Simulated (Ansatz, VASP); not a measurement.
# One calculation of Ti2BeH6, two programs

```
Ti Be H
1.0
     0.00000    3.02912    3.02912
     3.02912    0.00000    3.02912
     3.02912    3.02912    0.00000
Ti Be H
2 1 6
Direct
  0.25000 0.25000 0.25000
  0.75000 0.75000 0.75000
  0.00000 0.00000 0.00000
  0.74282 0.25718 0.25718
  0.25718 0.74282 0.74282
  0.25718 0.74282 0.25718
  0.74282 0.25718 0.74282
  0.25718 0.25718 0.74282
  0.74282 0.74282 0.25718
```

Change from the starting cell: ordered vacancies on the cation sites of perovskite (Fm-3m, No. 225).

Alike in both runs: functional PBE; k mesh 6 × 6 × 6; occupations gaussian, width 0.1 eV; no spin polarisation.

Ansatz relaxed the structure, and its values are those at the end. VASP's run is a single point on that final structure, the one shown.

```csv
,VASP,Ansatz
version,VASP 6.6.1,Ansatz 0.2.0
potentials or method,"VASP PAW PBE potentials, release 64 (Ti_sv, Be, H)","scalar-relativistic, plane waves, PAW"
plane-wave cutoff (eV),520,420
valence electrons in the cell,32,32
```

|  | VASP | Ansatz | Ansatz less VASP |
| --- | --- | --- | --- |
| gap on the k mesh at the Fermi level (eV) | none | none | - |
| pressure (GPa) | -0.2 | -0.1 | +0.14 |

A gap of «none» marks a metal or a gap that the smearing closes.
